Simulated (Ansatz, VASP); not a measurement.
# Ge (Germanium) in two plane-wave programs, part 2 of 3

Aim: how closely do two programs agree when they are given the same cell, functional and k mesh? The structure shown is the start of the Ansatz relaxation below; VASP solves that cell, so the two are compared at the walk's first step.

VASP 6.6.1 and Ansatz 0.2.0.

So far: The structure; Ansatz: relaxation, r2SCAN.

**3. VASP: single point, r2SCAN, start cell**

Level of this step: r2SCAN; plane waves and PAW (Ge_d) (VASP).

The same cell, functional, mesh and smearing now go to VASP, with its own data sets.

Lines of VASP's logs that name or quote its potential files are left out, and so is its time.

Contents of INCAR:

```
SYSTEM = Ge
PREC = Accurate
ENCUT = 450
EDIFF = 1E-06
NELM = 120
ISMEAR = 0
SIGMA = 0.02
LREAL = .FALSE.
ALGO = Normal
METAGGA = R2SCAN
LASPH = .TRUE.
NBANDS = 20
LORBIT = 11
LWAVE = .FALSE.
LCHARG = .FALSE.
ISIF = 2
ISYM = 2
GGA_COMPAT = .FALSE.
LMIXTAU = .TRUE.
KPAR = 2
```

Contents of POSCAR:

```
Ge
1.0
   -0.0684340000      2.8535940000      2.8535940000
    2.8535940000     -0.0684340000      2.8535940000
    2.8535940000      2.8535940000     -0.0684340000
Ge
2
Direct
    0.4989673251      0.4989673251      0.4989673251
    0.7510329410      0.7510329410      0.7510329410
```

Contents of KPOINTS:

```
Points of the shifted mesh
1728
Reciprocal
 0.0416666667  0.0416666667  0.0416666667 1
 0.0416666667  0.0416666667  0.1250000000 1
 0.0416666667  0.0416666667  0.2083333333 1
 0.0416666667  0.0416666667  0.2916666667 1
 0.0416666667  0.0416666667  0.3750000000 1
 0.0416666667  0.0416666667  0.4583333333 1
 0.0416666667  0.0416666667  0.5416666667 1
 0.0416666667  0.0416666667  0.6250000000 1
 0.0416666667  0.0416666667  0.7083333333 1
 0.0416666667  0.0416666667  0.7916666667 1
 0.0416666667  0.0416666667  0.8750000000 1
 0.0416666667  0.0416666667  0.9583333333 1
 0.0416666667  0.1250000000  0.0416666667 1
 0.0416666667  0.1250000000  0.1250000000 1
 0.0416666667  0.1250000000  0.2083333333 1
 0.0416666667  0.1250000000  0.2916666667 1
 0.0416666667  0.1250000000  0.3750000000 1
 0.0416666667  0.1250000000  0.4583333333 1
 0.0416666667  0.1250000000  0.5416666667 1
 0.0416666667  0.1250000000  0.6250000000 1
 0.0416666667  0.1250000000  0.7083333333 1
 0.0416666667  0.1250000000  0.7916666667 1
 0.0416666667  0.1250000000  0.8750000000 1
 0.0416666667  0.1250000000  0.9583333333 1
 0.0416666667  0.2083333333  0.0416666667 1
 0.0416666667  0.2083333333  0.1250000000 1
 0.0416666667  0.2083333333  0.2083333333 1
 0.0416666667  0.2083333333  0.2916666667 1
 0.0416666667  0.2083333333  0.3750000000 1
 0.0416666667  0.2083333333  0.4583333333 1
 0.0416666667  0.2083333333  0.5416666667 1
 0.0416666667  0.2083333333  0.6250000000 1
 0.0416666667  0.2083333333  0.7083333333 1
 0.0416666667  0.2083333333  0.7916666667 1
 0.0416666667  0.2083333333  0.8750000000 1
 0.0416666667  0.2083333333  0.9583333333 1
 0.0416666667  0.2916666667  0.0416666667 1
 0.0416666667  0.2916666667  0.1250000000 1
 0.0416666667  0.2916666667  0.2083333333 1
 0.0416666667  0.2916666667  0.2916666667 1
 0.0416666667  0.2916666667  0.3750000000 1
 0.0416666667  0.2916666667  0.4583333333 1
 0.0416666667  0.2916666667  0.5416666667 1
 0.0416666667  0.2916666667  0.6250000000 1
 0.0416666667  0.2916666667  0.7083333333 1
 0.0416666667  0.2916666667  0.7916666667 1
 0.0416666667  0.2916666667  0.8750000000 1
 0.0416666667  0.2916666667  0.9583333333 1
 0.0416666667  0.3750000000  0.0416666667 1
 0.0416666667  0.3750000000  0.1250000000 1
 0.0416666667  0.3750000000  0.2083333333 1
 0.0416666667  0.3750000000  0.2916666667 1
 0.0416666667  0.3750000000  0.3750000000 1
 0.0416666667  0.3750000000  0.4583333333 1
 0.0416666667  0.3750000000  0.5416666667 1
 0.0416666667  0.3750000000  0.6250000000 1
 0.0416666667  0.3750000000  0.7083333333 1
 0.0416666667  0.3750000000  0.7916666667 1
 0.0416666667  0.3750000000  0.8750000000 1
 0.0416666667  0.3750000000  0.9583333333 1
 0.0416666667  0.4583333333  0.0416666667 1
 0.0416666667  0.4583333333  0.1250000000 1
 0.0416666667  0.4583333333  0.2083333333 1
 0.0416666667  0.4583333333  0.2916666667 1
 0.0416666667  0.4583333333  0.3750000000 1
 0.0416666667  0.4583333333  0.4583333333 1
 0.0416666667  0.4583333333  0.5416666667 1
 0.0416666667  0.4583333333  0.6250000000 1
 0.0416666667  0.4583333333  0.7083333333 1
 0.0416666667  0.4583333333  0.7916666667 1
 0.0416666667  0.4583333333  0.8750000000 1
 0.0416666667  0.4583333333  0.9583333333 1
 0.0416666667  0.5416666667  0.0416666667 1
 0.0416666667  0.5416666667  0.1250000000 1
 0.0416666667  0.5416666667  0.2083333333 1
 0.0416666667  0.5416666667  0.2916666667 1
 0.0416666667  0.5416666667  0.3750000000 1
 0.0416666667  0.5416666667  0.4583333333 1
 0.0416666667  0.5416666667  0.5416666667 1
 0.0416666667  0.5416666667  0.6250000000 1
 0.0416666667  0.5416666667  0.7083333333 1
 0.0416666667  0.5416666667  0.7916666667 1
 0.0416666667  0.5416666667  0.8750000000 1
 0.0416666667  0.5416666667  0.9583333333 1
 0.0416666667  0.6250000000  0.0416666667 1
 0.0416666667  0.6250000000  0.1250000000 1
 0.0416666667  0.6250000000  0.2083333333 1
 0.0416666667  0.6250000000  0.2916666667 1
 0.0416666667  0.6250000000  0.3750000000 1
 0.0416666667  0.6250000000  0.4583333333 1
 0.0416666667  0.6250000000  0.5416666667 1
 0.0416666667  0.6250000000  0.6250000000 1
 0.0416666667  0.6250000000  0.7083333333 1
 0.0416666667  0.6250000000  0.7916666667 1
 0.0416666667  0.6250000000  0.8750000000 1
 0.0416666667  0.6250000000  0.9583333333 1
 0.0416666667  0.7083333333  0.0416666667 1
 0.0416666667  0.7083333333  0.1250000000 1
 0.0416666667  0.7083333333  0.2083333333 1
 0.0416666667  0.7083333333  0.2916666667 1
 0.0416666667  0.7083333333  0.3750000000 1
 0.0416666667  0.7083333333  0.4583333333 1
 0.0416666667  0.7083333333  0.5416666667 1
 0.0416666667  0.7083333333  0.6250000000 1
 0.0416666667  0.7083333333  0.7083333333 1
 0.0416666667  0.7083333333  0.7916666667 1
 0.0416666667  0.7083333333  0.8750000000 1
 0.0416666667  0.7083333333  0.9583333333 1
 0.0416666667  0.7916666667  0.0416666667 1
 0.0416666667  0.7916666667  0.1250000000 1
 0.0416666667  0.7916666667  0.2083333333 1
 0.0416666667  0.7916666667  0.2916666667 1
[... 1390 lines left out ...]
 0.8750000000  0.4583333333  0.1250000000 1
 0.8750000000  0.4583333333  0.2083333333 1
 0.8750000000  0.4583333333  0.2916666667 1
 0.8750000000  0.4583333333  0.3750000000 1
 0.8750000000  0.4583333333  0.4583333333 1
 0.8750000000  0.4583333333  0.5416666667 1
 0.8750000000  0.4583333333  0.6250000000 1
 0.8750000000  0.4583333333  0.7083333333 1
 0.8750000000  0.4583333333  0.7916666667 1
 0.8750000000  0.4583333333  0.8750000000 1
 0.8750000000  0.4583333333  0.9583333333 1
 0.8750000000  0.5416666667  0.0416666667 1
 0.8750000000  0.5416666667  0.1250000000 1
 0.8750000000  0.5416666667  0.2083333333 1
 0.8750000000  0.5416666667  0.2916666667 1
 0.8750000000  0.5416666667  0.3750000000 1
 0.8750000000  0.5416666667  0.4583333333 1
 0.8750000000  0.5416666667  0.5416666667 1
 0.8750000000  0.5416666667  0.6250000000 1
 0.8750000000  0.5416666667  0.7083333333 1
 0.8750000000  0.5416666667  0.7916666667 1
 0.8750000000  0.5416666667  0.8750000000 1
 0.8750000000  0.5416666667  0.9583333333 1
 0.8750000000  0.6250000000  0.0416666667 1
 0.8750000000  0.6250000000  0.1250000000 1
 0.8750000000  0.6250000000  0.2083333333 1
 0.8750000000  0.6250000000  0.2916666667 1
 0.8750000000  0.6250000000  0.3750000000 1
 0.8750000000  0.6250000000  0.4583333333 1
 0.8750000000  0.6250000000  0.5416666667 1
 0.8750000000  0.6250000000  0.6250000000 1
 0.8750000000  0.6250000000  0.7083333333 1
 0.8750000000  0.6250000000  0.7916666667 1
 0.8750000000  0.6250000000  0.8750000000 1
 0.8750000000  0.6250000000  0.9583333333 1
 0.8750000000  0.7083333333  0.0416666667 1
 0.8750000000  0.7083333333  0.1250000000 1
 0.8750000000  0.7083333333  0.2083333333 1
 0.8750000000  0.7083333333  0.2916666667 1
 0.8750000000  0.7083333333  0.3750000000 1
 0.8750000000  0.7083333333  0.4583333333 1
 0.8750000000  0.7083333333  0.5416666667 1
 0.8750000000  0.7083333333  0.6250000000 1
 0.8750000000  0.7083333333  0.7083333333 1
 0.8750000000  0.7083333333  0.7916666667 1
 0.8750000000  0.7083333333  0.8750000000 1
 0.8750000000  0.7083333333  0.9583333333 1
 0.8750000000  0.7916666667  0.0416666667 1
 0.8750000000  0.7916666667  0.1250000000 1
 0.8750000000  0.7916666667  0.2083333333 1
 0.8750000000  0.7916666667  0.2916666667 1
 0.8750000000  0.7916666667  0.3750000000 1
 0.8750000000  0.7916666667  0.4583333333 1
 0.8750000000  0.7916666667  0.5416666667 1
 0.8750000000  0.7916666667  0.6250000000 1
 0.8750000000  0.7916666667  0.7083333333 1
 0.8750000000  0.7916666667  0.7916666667 1
 0.8750000000  0.7916666667  0.8750000000 1
 0.8750000000  0.7916666667  0.9583333333 1
 0.8750000000  0.8750000000  0.0416666667 1
 0.8750000000  0.8750000000  0.1250000000 1
 0.8750000000  0.8750000000  0.2083333333 1
 0.8750000000  0.8750000000  0.2916666667 1
 0.8750000000  0.8750000000  0.3750000000 1
 0.8750000000  0.8750000000  0.4583333333 1
 0.8750000000  0.8750000000  0.5416666667 1
 0.8750000000  0.8750000000  0.6250000000 1
 0.8750000000  0.8750000000  0.7083333333 1
 0.8750000000  0.8750000000  0.7916666667 1
 0.8750000000  0.8750000000  0.8750000000 1
 0.8750000000  0.8750000000  0.9583333333 1
 0.8750000000  0.9583333333  0.0416666667 1
 0.8750000000  0.9583333333  0.1250000000 1
 0.8750000000  0.9583333333  0.2083333333 1
 0.8750000000  0.9583333333  0.2916666667 1
 0.8750000000  0.9583333333  0.3750000000 1
 0.8750000000  0.9583333333  0.4583333333 1
 0.8750000000  0.9583333333  0.5416666667 1
 0.8750000000  0.9583333333  0.6250000000 1
 0.8750000000  0.9583333333  0.7083333333 1
 0.8750000000  0.9583333333  0.7916666667 1
 0.8750000000  0.9583333333  0.8750000000 1
 0.8750000000  0.9583333333  0.9583333333 1
 0.9583333333  0.0416666667  0.0416666667 1
 0.9583333333  0.0416666667  0.1250000000 1
 0.9583333333  0.0416666667  0.2083333333 1
 0.9583333333  0.0416666667  0.2916666667 1
 0.9583333333  0.0416666667  0.3750000000 1
 0.9583333333  0.0416666667  0.4583333333 1
 0.9583333333  0.0416666667  0.5416666667 1
 0.9583333333  0.0416666667  0.6250000000 1
 0.9583333333  0.0416666667  0.7083333333 1
 0.9583333333  0.0416666667  0.7916666667 1
 0.9583333333  0.0416666667  0.8750000000 1
 0.9583333333  0.0416666667  0.9583333333 1
 0.9583333333  0.1250000000  0.0416666667 1
 0.9583333333  0.1250000000  0.1250000000 1
 0.9583333333  0.1250000000  0.2083333333 1
 0.9583333333  0.1250000000  0.2916666667 1
 0.9583333333  0.1250000000  0.3750000000 1
 0.9583333333  0.1250000000  0.4583333333 1
 0.9583333333  0.1250000000  0.5416666667 1
 0.9583333333  0.1250000000  0.6250000000 1
 0.9583333333  0.1250000000  0.7083333333 1
 0.9583333333  0.1250000000  0.7916666667 1
 0.9583333333  0.1250000000  0.8750000000 1
 0.9583333333  0.1250000000  0.9583333333 1
 0.9583333333  0.2083333333  0.0416666667 1
 0.9583333333  0.2083333333  0.1250000000 1
 0.9583333333  0.2083333333  0.2083333333 1
 0.9583333333  0.2083333333  0.2916666667 1
 0.9583333333  0.2083333333  0.3750000000 1
 0.9583333333  0.2083333333  0.4583333333 1
 0.9583333333  0.2083333333  0.5416666667 1
 0.9583333333  0.2083333333  0.6250000000 1
 0.9583333333  0.2083333333  0.7083333333 1
 0.9583333333  0.2083333333  0.7916666667 1
 0.9583333333  0.2083333333  0.8750000000 1
 0.9583333333  0.2083333333  0.9583333333 1
 0.9583333333  0.2916666667  0.0416666667 1
 0.9583333333  0.2916666667  0.1250000000 1
 0.9583333333  0.2916666667  0.2083333333 1
 0.9583333333  0.2916666667  0.2916666667 1
 0.9583333333  0.2916666667  0.3750000000 1
 0.9583333333  0.2916666667  0.4583333333 1
 0.9583333333  0.2916666667  0.5416666667 1
 0.9583333333  0.2916666667  0.6250000000 1
 0.9583333333  0.2916666667  0.7083333333 1
 0.9583333333  0.2916666667  0.7916666667 1
 0.9583333333  0.2916666667  0.8750000000 1
 0.9583333333  0.2916666667  0.9583333333 1
 0.9583333333  0.3750000000  0.0416666667 1
 0.9583333333  0.3750000000  0.1250000000 1
 0.9583333333  0.3750000000  0.2083333333 1
 0.9583333333  0.3750000000  0.2916666667 1
 0.9583333333  0.3750000000  0.3750000000 1
 0.9583333333  0.3750000000  0.4583333333 1
 0.9583333333  0.3750000000  0.5416666667 1
 0.9583333333  0.3750000000  0.6250000000 1
 0.9583333333  0.3750000000  0.7083333333 1
 0.9583333333  0.3750000000  0.7916666667 1
 0.9583333333  0.3750000000  0.8750000000 1
 0.9583333333  0.3750000000  0.9583333333 1
 0.9583333333  0.4583333333  0.0416666667 1
 0.9583333333  0.4583333333  0.1250000000 1
 0.9583333333  0.4583333333  0.2083333333 1
 0.9583333333  0.4583333333  0.2916666667 1
 0.9583333333  0.4583333333  0.3750000000 1
 0.9583333333  0.4583333333  0.4583333333 1
 0.9583333333  0.4583333333  0.5416666667 1
 0.9583333333  0.4583333333  0.6250000000 1
 0.9583333333  0.4583333333  0.7083333333 1
 0.9583333333  0.4583333333  0.7916666667 1
 0.9583333333  0.4583333333  0.8750000000 1
 0.9583333333  0.4583333333  0.9583333333 1
 0.9583333333  0.5416666667  0.0416666667 1
 0.9583333333  0.5416666667  0.1250000000 1
 0.9583333333  0.5416666667  0.2083333333 1
 0.9583333333  0.5416666667  0.2916666667 1
 0.9583333333  0.5416666667  0.3750000000 1
 0.9583333333  0.5416666667  0.4583333333 1
 0.9583333333  0.5416666667  0.5416666667 1
 0.9583333333  0.5416666667  0.6250000000 1
 0.9583333333  0.5416666667  0.7083333333 1
 0.9583333333  0.5416666667  0.7916666667 1
 0.9583333333  0.5416666667  0.8750000000 1
 0.9583333333  0.5416666667  0.9583333333 1
 0.9583333333  0.6250000000  0.0416666667 1
 0.9583333333  0.6250000000  0.1250000000 1
 0.9583333333  0.6250000000  0.2083333333 1
 0.9583333333  0.6250000000  0.2916666667 1
 0.9583333333  0.6250000000  0.3750000000 1
 0.9583333333  0.6250000000  0.4583333333 1
 0.9583333333  0.6250000000  0.5416666667 1
 0.9583333333  0.6250000000  0.6250000000 1
 0.9583333333  0.6250000000  0.7083333333 1
 0.9583333333  0.6250000000  0.7916666667 1
 0.9583333333  0.6250000000  0.8750000000 1
 0.9583333333  0.6250000000  0.9583333333 1
 0.9583333333  0.7083333333  0.0416666667 1
 0.9583333333  0.7083333333  0.1250000000 1
 0.9583333333  0.7083333333  0.2083333333 1
 0.9583333333  0.7083333333  0.2916666667 1
 0.9583333333  0.7083333333  0.3750000000 1
 0.9583333333  0.7083333333  0.4583333333 1
 0.9583333333  0.7083333333  0.5416666667 1
 0.9583333333  0.7083333333  0.6250000000 1
 0.9583333333  0.7083333333  0.7083333333 1
 0.9583333333  0.7083333333  0.7916666667 1
 0.9583333333  0.7083333333  0.8750000000 1
 0.9583333333  0.7083333333  0.9583333333 1
 0.9583333333  0.7916666667  0.0416666667 1
 0.9583333333  0.7916666667  0.1250000000 1
 0.9583333333  0.7916666667  0.2083333333 1
 0.9583333333  0.7916666667  0.2916666667 1
 0.9583333333  0.7916666667  0.3750000000 1
 0.9583333333  0.7916666667  0.4583333333 1
 0.9583333333  0.7916666667  0.5416666667 1
 0.9583333333  0.7916666667  0.6250000000 1
 0.9583333333  0.7916666667  0.7083333333 1
 0.9583333333  0.7916666667  0.7916666667 1
 0.9583333333  0.7916666667  0.8750000000 1
 0.9583333333  0.7916666667  0.9583333333 1
 0.9583333333  0.8750000000  0.0416666667 1
 0.9583333333  0.8750000000  0.1250000000 1
 0.9583333333  0.8750000000  0.2083333333 1
 0.9583333333  0.8750000000  0.2916666667 1
 0.9583333333  0.8750000000  0.3750000000 1
 0.9583333333  0.8750000000  0.4583333333 1
 0.9583333333  0.8750000000  0.5416666667 1
 0.9583333333  0.8750000000  0.6250000000 1
 0.9583333333  0.8750000000  0.7083333333 1
 0.9583333333  0.8750000000  0.7916666667 1
 0.9583333333  0.8750000000  0.8750000000 1
 0.9583333333  0.8750000000  0.9583333333 1
 0.9583333333  0.9583333333  0.0416666667 1
 0.9583333333  0.9583333333  0.1250000000 1
 0.9583333333  0.9583333333  0.2083333333 1
 0.9583333333  0.9583333333  0.2916666667 1
 0.9583333333  0.9583333333  0.3750000000 1
 0.9583333333  0.9583333333  0.4583333333 1
 0.9583333333  0.9583333333  0.5416666667 1
 0.9583333333  0.9583333333  0.6250000000 1
 0.9583333333  0.9583333333  0.7083333333 1
 0.9583333333  0.9583333333  0.7916666667 1
 0.9583333333  0.9583333333  0.8750000000 1
 0.9583333333  0.9583333333  0.9583333333 1
```

Potentials, in the order of the species: Ge_d (PBE family, release 64).

Run with:

```sh
mpirun -np 2 vasp_std
```

What it wrote:

```text
[banner, memory and clock lines left out]
running    2 mpi-ranks, on    1 nodes
 distrk:  each k-point on    1 cores,    2 groups
 distr:  one band on    1 cores,    1 groups

 POSCAR found type information on POSCAR Ge
 POSCAR found :  1 types and       2 ions
|                                                                             |
|               ----> ADVICE to this user running VASP <----                  |
|                                                                             |
|     You enforced a specific xc type in the INCAR file but a different       |
|     [... a line on the potential file left out ...]
|     I HOPE YOU KNOW WHAT YOU ARE DOING!                                     |
|                                                                             |

 LDA part: xc-table for (None), standard interpolation
 POSCAR, INCAR and KPOINTS ok, starting setup
 FFT: planning ... GRIDC
 FFT: planning ... GRID_SOFT
 FFT: planning ... GRID
 WAVECAR not read
 entering main loop
       N       E                     dE             d eps       ncg     rms          rms(c)
DAV:   1     0.162466950438E+03    0.16247E+03   -0.14368E+04 74152   0.356E+03
DAV:   2    -0.460082985939E+01   -0.16707E+03   -0.16279E+03 69244   0.578E+02
DAV:   3    -0.295912542368E+02   -0.24990E+02   -0.24831E+02 78320   0.145E+02
DAV:   4    -0.303999102542E+02   -0.80866E+00   -0.80807E+00 77476   0.309E+01
DAV:   5    -0.304139189851E+02   -0.14009E-01   -0.14008E-01 77684   0.443E+00    0.310E+00
DAV:   6    -0.277035145916E+02    0.27104E+01   -0.37562E-01 73904   0.107E+01    0.181E+00
DAV:   7    -0.277440351248E+02   -0.40521E-01   -0.32167E-01 90436   0.807E+00    0.308E-01
DAV:   8    -0.277216773196E+02    0.22358E-01   -0.16000E-01 69936   0.480E+00    0.124E-01
DAV:   9    -0.276990872082E+02    0.22590E-01   -0.42905E-03 79800   0.684E-01    0.115E-01
DAV:  10    -0.277030270724E+02   -0.39399E-02   -0.25324E-04 73764   0.164E-01    0.104E-01
DAV:  11    -0.276976356677E+02    0.53914E-02   -0.73416E-03 87656   0.117E+00    0.611E-02
DAV:  12    -0.277005447790E+02   -0.29091E-02   -0.99941E-04 69604   0.363E-01    0.337E-02
DAV:  13    -0.277006837382E+02   -0.13896E-03   -0.59967E-05 80804   0.766E-02    0.302E-02
DAV:  14    -0.277007633720E+02   -0.79634E-04   -0.41898E-06 57636   0.234E-02    0.258E-02
DAV:  15    -0.277009308214E+02   -0.16745E-03   -0.34338E-05 69596   0.562E-02    0.527E-03
DAV:  16    -0.277009606425E+02   -0.29821E-04   -0.65500E-06 56664   0.213E-02    0.404E-03
DAV:  17    -0.277009601433E+02    0.49920E-06   -0.21305E-07 49212   0.666E-03
   1 F= -.27700960E+02 E0= -.27700951E+02  d E =-.183096E-04
```

(Continued in part 3 of 3.)

[Lines on the potential files, build, host, timing and source positions are cut from VASP's logs without a mark.]

[Logs are printed without paths, hosts, clocks, repeated set-up lines and the standing remarks that a program may print on its own settings, such as how far it seeks lower states.]

[Hosts, paths, dates, database ids (printed as entryN), source tags and the programs' standing remarks are cut or masked in the printed files.]
